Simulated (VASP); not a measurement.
Energy against volume of MgB$_{2}$ (AlB2 type). These are TPSS meta-GGA, VASP's PBE PAW potentials (set 64) (plane waves; VASP) values and carry that method's errors. Settings: 520 eV cut-off, 11×11×9 Γ-centred mesh, first-order Methfessel-Paxton smearing of 0.10 eV, potentials Mg B.

Shape and ions are relaxed at each volume.

| V (Å³/atom) | E (eV/atom) |
|---|---|
| 9.300 | -7.16536 |
| 9.588 | -7.17007 |
| 9.876 | -7.16700 |
| 10.163 | -7.15714 |

Fit these four points and predict the energy of the run at 9.013 Å³/atom.

A cubic in V^(−2/3), the third-order Birch-Murnaghan form, passes through the four points with V0 = 9.61 Å³/atom and B0 = 143 GPa, and gives -7.1518 eV/atom there. The run gave -7.1517 eV/atom, +0.1 meV/atom from the fit; all five points give B0 = 143 GPa.

The compound is MgB2 in the AlB2 type structure. It was relaxed first.
